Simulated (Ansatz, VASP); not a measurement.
**HfN in two plane-wave programs**

One calculation is typed for both programs; each brings its own data sets. How far apart do they land? The cell is taken from a series of runs on this material, whose earlier steps may have relaxed, scaled, displaced or heated it; both programs get it as it stands.

Main program and level: Ansatz 0.2.0; plane waves, with VASP 6.6.1 beside it; elastic constants at PBEsol.

### 1. Set-up

The structure is cubic, space group Fm-3m (No. 225). The conventional cell has a = 4.503 Å, b = 4.503 Å, c = 4.503 Å, α = 90.00°, β = 90.00°, γ = 90.00°. Nearest to Hf lie 6 N at 2.25 Å. Nearest to N lie 6 Hf at 2.25 Å. Farther neighbours and most contacts between anions are not listed.

Structure file:

```cif
data_structure
_symmetry_space_group_name_H-M 'P 1'
_symmetry_Int_Tables_number 1
_cell_length_a 3.1842
_cell_length_b 3.1842
_cell_length_c 3.1842
_cell_angle_alpha 60.000
_cell_angle_beta 60.000
_cell_angle_gamma 60.000
_cell_volume 22.83
loop_
_atom_site_label
_atom_site_type_symbol
_atom_site_fract_x
_atom_site_fract_y
_atom_site_fract_z
_atom_site_occupancy
Hf1 Hf 0.00000 0.00000 0.00000 1
N2 N 0.50000 0.50000 0.50000 1
```

### 2. VASP: elastic constants, PBEsol

Elastic constants are differences of stresses under small strains, so they test the stress and the mesh.

Lines of VASP's logs that name or quote its potential files are left out, and so is its time.

INCAR reads:

```
SYSTEM = HfN
PREC = Accurate
ENCUT = 600
EDIFF = 1E-08
NELM = 120
ISMEAR = 1
SIGMA = 0.25
LREAL = .FALSE.
ALGO = Normal
GGA = PS
NBANDS = 13
LASPH = .TRUE.
LORBIT = 11
LWAVE = .FALSE.
LCHARG = .FALSE.
ISIF = 3
IBRION = 6
NFREE = 2
POTIM = 0.015
NSW = 1
GGA_COMPAT = .FALSE.
KPAR = 2
```

POSCAR reads:

```
HfN
1.0
    0.0000000000      2.2515657276      2.2515657276
    2.2515657276      0.0000000000      2.2515657276
    2.2515657276      2.2515657276      0.0000000000
Hf N
1 1
Direct
    0.0000000000      0.0000000000      0.0000000000
    0.5000000000      0.5000000000      0.5000000000
```

KPOINTS reads:

```
Automatic mesh
0
Gamma
4 4 4
0 0 0
```

Potentials, in the order of the species: Hf_pv and N (PBE family, release 64).

On the command line:

```console
$ mpirun -np 2 vasp_std
```

Numbers of over 12 decimals in the logs are rounded to 6 here.

The log of the run:

```text
[banner, memory and clock lines left out]
running    2 mpi-ranks, on    1 nodes
 distrk:  each k-point on    1 cores,    2 groups
 distr:  one band on    1 cores,    1 groups

 POSCAR found type information on POSCAR HfN
 POSCAR found :  2 types and       2 ions
|                                                                             |
|               ----> ADVICE to this user running VASP <----                  |
|                                                                             |
|     You enforced a specific xc type in the INCAR file but a different       |
|     [... a line on the potential file left out ...]
|     I HOPE YOU KNOW WHAT YOU ARE DOING!                                     |
|                                                                             |

 LDA part: xc-table for (Slater+PW92), standard interpolation
 POSCAR, INCAR and KPOINTS ok, starting setup
 FFT: planning ... GRIDC
 FFT: planning ... GRID_SOFT
 FFT: planning ... GRID
 WAVECAR not read
 entering main loop
       N       E                     dE             d eps       ncg     rms          rms(c)
DAV:   1     0.396273145144E+02    0.39627E+02   -0.88047E+03   208   0.123E+03
DAV:   2    -0.236121173384E+02   -0.63239E+02   -0.58627E+02   258   0.265E+02
DAV:   3    -0.257187723913E+02   -0.21067E+01   -0.20969E+01   256   0.418E+01
DAV:   4    -0.257282502725E+02   -0.94779E-02   -0.94759E-02   238   0.305E+00
DAV:   5    -0.257283293410E+02   -0.79069E-04   -0.79066E-04   243   0.248E-01    0.516E+01
DAV:   6    -0.231033614112E+02    0.26250E+01   -0.88237E+00   231   0.232E+01    0.426E+01
DAV:   7    -0.230175170531E+02    0.85844E-01   -0.48841E-01   236   0.636E+00    0.258E+01
DAV:   8    -0.229932743368E+02    0.24243E-01   -0.10697E-01   233   0.290E+00    0.521E+00
DAV:   9    -0.229878333341E+02    0.54410E-02   -0.19815E-02   251   0.114E+00    0.197E+00
DAV:  10    -0.229875818870E+02    0.25145E-03   -0.16617E-03   241   0.367E-01    0.369E-01
DAV:  11    -0.229875467013E+02    0.35186E-04   -0.10866E-04   256   0.105E-01    0.645E-02
DAV:  12    -0.229875460524E+02    0.64888E-06   -0.74815E-06   261   0.244E-02    0.247E-02
DAV:  13    -0.229875457274E+02    0.32502E-06   -0.27338E-07   258   0.508E-03    0.607E-03
DAV:  14    -0.229875456852E+02    0.42128E-07   -0.13588E-08   183   0.113E-03    0.580E-03
DAV:  15    -0.229875457069E+02   -0.21659E-07   -0.78176E-09   124   0.852E-04    0.236E-04
DAV:  16    -0.229875457088E+02   -0.18922E-08   -0.96468E-10   104   0.392E-04
   1 F= -.22987546E+02 E0= -.22986167E+02  d E =-.413667E-02
[... from here on, the cycles between the ionic steps are left out ...]
   2 F= -.22973740E+02 E0= -.22972480E+02  d E =-.377851E-02
   9 F= -.22986397E+02 E0= -.22984971E+02  d E =-.428047E-02
  10 F= -.22986397E+02 E0= -.22984971E+02  d E =-.428053E-02
  11 F= -.22986397E+02 E0= -.22984971E+02  d E =-.428046E-02
  12 F= -.22986397E+02 E0= -.22984971E+02  d E =-.428053E-02
  13 F= -.22986397E+02 E0= -.22984971E+02  d E =-.428048E-02
  14 F= -.22986244E+02 E0= -.22984917E+02  d E =-.398365E-02
  15 F= -.22986244E+02 E0= -.22984917E+02  d E =-.398356E-02
  16 F= -.22986245E+02 E0= -.22984917E+02  d E =-.398373E-02
 Finite differences progress:
  Degree of freedom:   8/  8
  Displacement:        1/  2
  Total:              15/ 16
 bond charge predicted
       N       E                     dE             d eps       ncg     rms          rms(c)
DAV:   1    -0.229859369088E+02    0.30784E-03   -0.30670E+00   353   0.118E+01    0.962E-01
DAV:   2    -0.229867481353E+02   -0.81123E-03   -0.21154E-02   403   0.113E+00    0.503E-01
DAV:   3    -0.229862546488E+02    0.49349E-03   -0.81087E-04   368   0.258E-01    0.190E-01
DAV:   4    -0.229862469531E+02    0.76957E-05   -0.21279E-04   418   0.115E-01    0.470E-02
DAV:   5    -0.229862453696E+02    0.15835E-05   -0.77890E-06   383   0.253E-02    0.146E-02
DAV:   6    -0.229862447670E+02    0.60258E-06   -0.87399E-07   383   0.886E-03    0.373E-03
DAV:   7    -0.229862447447E+02    0.22264E-07   -0.19083E-07   408   0.360E-03    0.762E-04
DAV:   8    -0.229862447445E+02    0.26102E-09   -0.75127E-09   232   0.768E-04
  17 F= -.22986245E+02 E0= -.22984917E+02  d E =-.398355E-02
 Finite differences progress:
  Degree of freedom:   8/  8
  Displacement:        2/  2
  Total:              16/ 16
```

Parts of OUTCAR (step 2):

```text
ion  position               nearest neighbor table
   1  0.000  0.000  0.000-   2 2.25   2 2.25   2 2.25   2 2.25   2 2.25   2 2.25
   2  0.500  0.500  0.500-   1 2.25   1 2.25   1 2.25   1 2.25   1 2.25   1 2.25

  LATTYP: Found a face centered cubic cell.
 ALAT       =     4.5031314552

 Subroutine GETGRP returns: Found 48 space group operations
 (whereof 48 operations were pure point group operations)

The static configuration has the point symmetry O_h .

 Found      8 irreducible k-points:

   k-points           NKPTS =      8   k-points in BZ     NKDIM =      8   number of bands    NBANDS=     13

   dimension x,y,z NGX =    28 NGY =   28 NGZ =   28
   dimension x,y,z NGXF=    56 NGYF=   56 NGZF=   56

   ENCUT  =  600.0 eV  44.10 Ry    6.64 a.u.   6.36  6.36  6.36*2*pi/ulx,y,z

   NELECT =      15.0000    total number of electrons

 k-points in reciprocal lattice and weights: Automatic mesh
   0.00000000  0.00000000  0.00000000       0.016
   0.25000000  0.00000000  0.00000000       0.125
   0.50000000  0.00000000  0.00000000       0.062
   0.25000000  0.25000000  0.00000000       0.094
   0.50000000  0.25000000  0.00000000       0.375
  -0.25000000  0.25000000  0.00000000       0.188
   0.50000000  0.50000000  0.00000000       0.047
  -0.25000000  0.50000000  0.25000000       0.094

 average (electrostatic) potential at core
       1 -34.3619       2 -61.5816

 E-fermi :   7.7829

 k-point     1 :       0.0000    0.0000    0.0000
  band No.  band energies     occupation
    ...
      3     -22.7574      2.00000
      4      -9.2072      2.00000
      5       5.2926      2.00000
      6       5.2926      2.00000
      7       5.2930      2.00000
      8       7.9032      0.28115
      9       7.9073      0.26257
     10       7.9073      0.26257
     11      10.1940     -0.00000
     12      10.2431     -0.00000
    ...

 k-point     2 :       0.2500    0.0000    0.0000
  band No.  band energies     occupation
    ...
      3     -22.8028      2.00000
      4      -7.9262      2.00000
      5       1.8156      2.00000
      6       3.2414      2.00000
      7       3.2426      2.00000
      8       8.8477     -0.00000
      9       9.6188     -0.00000
     10       9.6188     -0.00000
     11      13.0487      0.00000
     12      13.6785      0.00000
    ...

 k-point     3 :       0.5000    0.0000    0.0000
  band No.  band energies     occupation
    ...
      3     -22.8475      2.00000
      4      -6.3745      2.00000
      5      -0.6739      2.00000
      6       2.0620      2.00000
      7       2.0622      2.00000
      8      11.6215     -0.00000
      9      12.0361     -0.00000
     10      12.0390     -0.00000
     11      12.7450     -0.00000
     12      17.2623      0.00000
    ...

  Total       -0.3157558     -0.3322049     -0.3322049      0.0000000      0.0000000      0.0000000
  in kB      -22.1604190    -23.3148546    -23.3148546      0.0000000      0.0000000      0.0000000
  external PRESSURE =     -22.9300427 kB  Pullay stress =       0.0000000 kB

  energy-cutoff  :      600.00
  volume of cell :       22.83
      direct lattice vectors                 reciprocal lattice vectors
     0.000000000  2.251565728  2.251565728    -0.222067690  0.222067690  0.222067690
     2.251565728  0.000000000  2.251565728     0.222067690 -0.222067690  0.222067690
     2.251565728  2.251565728  0.000000000     0.222067690  0.222067690 -0.222067690

 POSITION                                       TOTAL-FORCE (eV/Angst)
 -----------------------------------------------------------------------------------
      0.00000      0.00000      0.00000        -0.173390      0.000000      0.000000
      2.23657      2.25157      2.25157         0.173390      0.000000      0.000000
 -----------------------------------------------------------------------------------
    total drift:                                0.000054     -0.000000     -0.000000

  FREE ENERGIE OF THE ION-ELECTRON SYSTEM (eV)
  ---------------------------------------------------
  free  energy   TOTEN  =       -22.9862447445 eV

  energy  without entropy=      -22.9822611915  energy(sigma->0) =      -22.98491689

  SYMMETRIZED ELASTIC MODULI (kBar)
 Direction    XX          YY          ZZ          XY          YZ          ZX
 --------------------------------------------------------------------------------
 XX        5974.6326   1290.0550   1290.0550     -0.0000     -0.0000      0.0000
 YY        1290.0550   5974.6326   1290.0550      0.0000      0.0000      0.0000
 ZZ        1290.0550   1290.0550   5974.6326      0.0000      0.0000      0.0000
 XY          -0.0000      0.0000      0.0000    741.2597      0.0000      0.0000
 YZ          -0.0000      0.0000      0.0000      0.0000    741.2597      0.0000
 ZX           0.0000      0.0000      0.0000      0.0000      0.0000    741.2597
 --------------------------------------------------------------------------------

 Eigenvectors and eigenvalues of the dynamical matrix
 ----------------------------------------------------

   1 f  =   14.752824 THz    92.694730 2PiTHz  492.101255 cm-1    61.012752 meV
             X         Y         Z           dx          dy          dz
      0.000000  0.000000  0.000000    -0.263792    0.055996    0.000000
      2.251566  2.251566  2.251566     0.941965   -0.199952   -0.000000

   2 f  =   14.752824 THz    92.694730 2PiTHz  492.101255 cm-1    61.012752 meV
             X         Y         Z           dx          dy          dz
      0.000000  0.000000  0.000000     0.000000    0.000000   -0.269670
      2.251566  2.251566  2.251566     0.000000    0.000000    0.962953

   3 f  =   14.752824 THz    92.694730 2PiTHz  492.101255 cm-1    61.012752 meV
             X         Y         Z           dx          dy          dz
      0.000000  0.000000  0.000000    -0.055996   -0.263792   -0.000000
      2.251566  2.251566  2.251566     0.199952    0.941965    0.000000

   4 f/i=    0.000399 THz     0.002504 2PiTHz    0.013296 cm-1     0.001648 meV
             X         Y         Z           dx          dy          dz
      0.000000  0.000000  0.000000     0.120778    0.954544    0.039206
      2.251566  2.251566  2.251566     0.033823    0.267315    0.010979

   5 f/i=    0.000399 THz     0.002504 2PiTHz    0.013296 cm-1     0.001648 meV
             X         Y         Z           dx          dy          dz
      0.000000  0.000000  0.000000    -0.955347    0.120603    0.006735
      2.251566  2.251566  2.251566    -0.267540    0.033774    0.001886

   6 f/i=    0.000399 THz     0.002504 2PiTHz    0.013296 cm-1     0.001648 meV
             X         Y         Z           dx          dy          dz
      0.000000  0.000000  0.000000    -0.001765    0.039741   -0.962131
      2.251566  2.251566  2.251566    -0.000494    0.011129   -0.269440

 ELASTIC MODULI CONTR FROM IONIC RELAXATION (kBar)
 Direction    XX          YY          ZZ          XY          YZ          ZX
 --------------------------------------------------------------------------------
 XX           0.0000      0.0000      0.0000      0.0000      0.0000      0.0000
 YY           0.0000      0.0000      0.0000      0.0000      0.0000      0.0000
 ZZ           0.0000      0.0000      0.0000      0.0000      0.0000      0.0000
 XY           0.0000      0.0000      0.0000      0.0000      0.0000      0.0000
 YZ           0.0000      0.0000      0.0000      0.0000      0.0000      0.0000
 ZX           0.0000      0.0000      0.0000      0.0000      0.0000      0.0000
 --------------------------------------------------------------------------------

 TOTAL ELASTIC MODULI (kBar)
 Direction    XX          YY          ZZ          XY          YZ          ZX
 --------------------------------------------------------------------------------
 XX        5974.6326   1290.0550   1290.0550     -0.0000     -0.0000      0.0000
 YY        1290.0550   5974.6326   1290.0550      0.0000      0.0000      0.0000
 ZZ        1290.0550   1290.0550   5974.6326      0.0000      0.0000      0.0000
 XY          -0.0000      0.0000      0.0000    741.2597      0.0000      0.0000
 YZ          -0.0000      0.0000      0.0000      0.0000    741.2597      0.0000
 ZX           0.0000      0.0000      0.0000      0.0000      0.0000    741.2597
 --------------------------------------------------------------------------------

 total charge
# of ion       s       p       d       tot
------------------------------------------
    1        0.298   6.593   1.778   8.669
    2        1.225   2.495   0.000   3.720
--------------------------------------------------
tot          1.524   9.088   1.778  12.389

[... 3 further parts left out ...]
```

CONTCAR:

```
HfN
   1.00000000000000
     0.0000000000000000    2.2515657276000001    2.2515657276000001
     2.2515657276000001    0.0000000000000000    2.2515657276000001
     2.2515657276000001    2.2515657276000001    0.0000000000000000
  Hf              N
     1     1
Direct
     0.0000000000000000    0.0000000000000000    0.0000000000000000
     0.5033310153499246    0.4966689846500752    0.4966689846500752
```

This run has no spin polarisation. Its electron count is odd, so without a moment it is a metal by construction.

Levels, forces or a CONTCAR printed for this step are those of its last displaced cell, not of the structure at rest.

(Part 1 of 2 ends here.)

[Lines on the potential files, build, host, timing and source positions are cut from VASP's logs without a mark.]

[Logs are printed without paths, hosts, clocks, repeated set-up lines and the standing remarks that a program may print on its own settings, such as how far it seeks lower states.]

[Hosts, paths, dates, database ids (printed as entryN), source tags and the programs' standing remarks are cut or masked in the printed files.]
